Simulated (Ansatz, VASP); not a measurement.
**One calculation of NaC4, two programs**

```xyz
5
Lattice="2.4560 0.0000 0.0000 0.0000 3.3327 0.0000 0.0000 0.0000 4.2539" Properties=species:S:1:pos:R:3 pbc="T T T"
Na    1.2280    1.6663    2.1270
C     1.2280    0.0000    3.5450
C     0.0000    0.0000    1.4180
C     0.0000    0.0000    2.8360
C     1.2280    0.0000    0.7090
```

Alike in both runs: task single point; functional PBE; k mesh 8 × 6 × 4; occupations gaussian, width 0.1 eV; no spin polarisation.

|  | VASP | Ansatz |
| --- | --- | --- |
| version | VASP 6.6.1 | Ansatz 0.2.0 |
| potentials or method | VASP PAW PBE potentials, release 64 (Na_pv, C) | scalar-relativistic, plane waves, PAW |
| plane-wave cutoff (eV) | 520 | 420 |
| valence electrons in the cell | 23 | 25 |

```csv
,VASP,Ansatz,Ansatz less VASP
gap on the k mesh at the Fermi level (eV),none,none,-
rms of the force components (eV/Å),0.924,0.904,-0.0202
```

Atom by atom the forces differ by 0.020 eV/Å (rms over components). A gap of «none» marks a metal or a gap that the smearing closes. The two sets of potentials don't hold the same shells in valence.

Caveats: the k mesh is coarse (spacing up to 0.37 Å⁻¹), so the values aren't converged; forces of over 1 eV/Å show positions far from the minimum, so gaps and moduli don't describe the material at rest.
